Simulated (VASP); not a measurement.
Level of theory: PBE GGA with D3 dispersion (Becke-Johnson damping), VASP's PBE PAW potentials (set 64) (plane waves; VASP).

A VASP calculation is set up with these files.

POSCAR:
```
InP
1
   -0.0000000000     2.9458793459     2.9458793459
    2.9458793459    -0.0000000000     2.9458793459
    2.9458793459     2.9458793459     0.0000000000
In P
1 1
Direct
  0.0000000000   0.0000000000   0.0000000000
  0.2500000000   0.2500000000   0.2500000000
```

**INCAR**
```
! general
SYSTEM  = InP
PREC    = Accurate
ENCUT   = 520   ! plane-wave cut-off (eV)
LREAL   = F   ! projection in real space or not
LASPH   = T
ICHARG  = 11

! electronic loop
EDIFF   = 1E-7   ! SCF stop (eV)
NELM    = 100
ALGO    = Normal
LMAXMIX = 4   ! l cut-off of mixed one-centre charges

! smearing
ISMEAR  = 0
SIGMA   = 0.05   ! width (eV)

! functional
GGA     = PE   ! PBE
IVDW    = 12   ! D3, Becke-Johnson

! output
LWAVE   = F
LCHARG  = F
LORBIT  = 11   ! lm-projected
```

KPOINTS:
```
k-points along high-symmetry lines
15
Line-mode
Reciprocal
  0.000000   0.000000   0.000000 ! GAMMA
 -0.500000  -0.500000   0.000000 ! X

 -0.500000  -0.500000   0.000000 ! X
 -0.375000  -0.375000   0.250000 ! U

 -0.375000  -0.000000   0.375000 ! K
  0.000000   0.000000   0.000000 ! GAMMA

  0.000000   0.000000   0.000000 ! GAMMA
 -0.000000  -0.000000   0.500000 ! L

 -0.000000  -0.000000   0.500000 ! L
 -0.500000  -0.250000   0.250000 ! W

 -0.500000  -0.250000   0.250000 ! W
 -0.500000  -0.500000   0.000000 ! X
```

POTCAR, in this order: In_d P (PBE.64 set). Program: vasp_std. Read from the step before: CHGCAR.

The run wrote:

**OUTCAR**
```
 ion  position               nearest neighbor table
   1  0.000  0.000  0.000-   2 2.55   2 2.55   2 2.55   2 2.55
   2  0.250  0.250  0.250-   1 2.55   1 2.55   1 2.55   1 2.55
  LATTYP: Found a face centered cubic cell.
 ALAT       =     5.8917586918
 Subroutine PRICEL returns:
 Original cell was already a primitive cell.
 Subroutine GETGRP returns: Found 24 space group operations
The static configuration has the point symmetry T_d .
The dynamic configuration has the point symmetry T_d .
 Subroutine INISYM returns: Found 24 space group operations
   k-points           NKPTS =     90   k-points in BZ     NKDIM =     90   number of bands    NBANDS=     13
   number of dos      NEDOS =    301   number of ions     NIONS =      2
   total plane-waves  NPLWV =  32768
   dimension x,y,z NGX =    32 NGY =   32 NGZ =   32
   dimension x,y,z NGXF=    64 NGYF=   64 NGZF=   64
   ions per type =               1   1
   PREC   = accura    normal or accurate (medium, high low for compatibility)
   ISTART =      0    job   : 0-new  1-cont  2-samecut
   ICHARG =     11    charge: 1-file 2-atom 10-const
   ISPIN  =      1    spin polarized calculation?
   LNONCOLLINEAR =      F non collinear calculations
   LSORBIT =      F    spin-orbit coupling
   INIWAV =      1    electr: 0-lowe 1-rand  2-diag
   ENCUT  =  520.0 eV  38.22 Ry    6.18 a.u.   7.75  7.75  7.75*2*pi/ulx,y,z
...
```

**OSZICAR**
```
       N       E                     dE             d eps       ncg     rms          rms(c)
DAV:   1     0.112813203035E+03    0.11281E+03   -0.86858E+03  2350   0.154E+03
DAV:   2     0.984079220215E+00   -0.11183E+03   -0.10842E+03  2465   0.329E+02
DAV:   3    -0.694830390456E+01   -0.79324E+01   -0.77752E+01  3043   0.897E+01
DAV:   4    -0.717188239987E+01   -0.22358E+00   -0.22338E+00  2875   0.166E+01
DAV:   5    -0.718147523752E+01   -0.95928E-02   -0.95924E-02  3442   0.301E+00
DAV:   6    -0.718171460375E+01   -0.23937E-03   -0.23936E-03  2961   0.416E-01
DAV:   7    -0.718172092767E+01   -0.63239E-05   -0.63239E-05  3472   0.704E-02
DAV:   8    -0.718172103542E+01   -0.10775E-06   -0.10770E-06  2888   0.890E-03
DAV:   9    -0.718172103743E+01   -0.20084E-08   -0.17419E-08  2030   0.148E-03
   1 F= -.77982182E+01 E0= -.77982182E+01  d E =-.159030E-10
```

OUTCAR:
```
 val. band max:        5.0181256481   @ k =   0.0000   0.0000   0.0000

 cond. band min:       5.6447409515   @ k =   0.0000   0.0000   0.0000



 k-point     1 :       0.0000    0.0000    0.0000
  band No.  band energies     occupation
      1      -9.1366      2.00000
      2      -9.1366      2.00000
      3      -9.1366      2.00000
      4      -8.9922      2.00000
      5      -8.9922      2.00000
      6      -6.3926      2.00000
      7       5.0181      2.00000
      8       5.0181      2.00000
      9       5.0181      2.00000
     10       5.6447      0.00000
     11       9.1108      0.00000
     12       9.1108      0.00000
     13       9.1108      0.00000

 k-point     2 :      -0.0357   -0.0357    0.0000
  band No.  band energies     occupation
      1      -9.1393      2.00000
      2      -9.1354      2.00000
      3      -9.1354      2.00000
      4      -8.9927      2.00000
      5      -8.9918      2.00000
      6      -6.3734      2.00000
      7       4.7161      2.00000
      8       4.9693      2.00000
      9       4.9693      2.00000
     10       5.9447      0.00000
     11       9.0448      0.00000
     12       9.1770      0.00000
     13       9.1770      0.00000

 k-point     3 :      -0.0714   -0.0714    0.0000
  band No.  band energies     occupation
      1      -9.1473      2.00000
      2      -9.1319      2.00000
      3      -9.1319      2.00000
      4      -8.9941      2.00000
      5      -8.9906      2.00000
      6      -6.3161      2.00000
      7       4.2285      2.00000
      8       4.8328      2.00000
      9       4.8328      2.00000
     10       6.4228      0.00000
     11       8.8661      0.00000
     12       9.3659      0.00000
     13       9.3659      0.00000

 k-point     4 :      -0.1071   -0.1071    0.0000
  band No.  band energies     occupation
      1      -9.1598      2.00000
      2      -9.1262      2.00000
      3      -9.1262      2.00000
      4      -8.9964      2.00000
...
```

The density is held fixed in this step, so its total energy and stress have no physical meaning. Unless said otherwise, spin-orbit coupling is left out, though it shifts the bands of the heavy elements here.

The compound is InP in the zinc blende structure. It was relaxed first.
